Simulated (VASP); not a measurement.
Data:

```yaml
crystal:
  lattice:
    - [-1.47902, 1.47902, 1.47902]
    - [1.47902, -1.47902, 1.47902]
    - [1.47902, 1.47902, -1.47902]
  atoms:
    - { symbol: V, position: [0.00000, 0.00000, 0.00000] }
```

Method: AM05 GGA, VASP's PBE PAW potentials (set 64) (plane waves; VASP). Run with 520 eV cut-off, Gaussian smearing of 0.050 eV, potentials V_sv.

What does the run give for the band gap (along the path) with the smallest direct gap where there is one?

| Item | Value |
|---|---|
| band gap (along the path) | none (metal, semimetal or under 0.01 eV) |

The compound is V in the bcc structure. It was relaxed first, which changed the volume by -7 %. The run is not spin-polarised, so no magnetic state was tried.
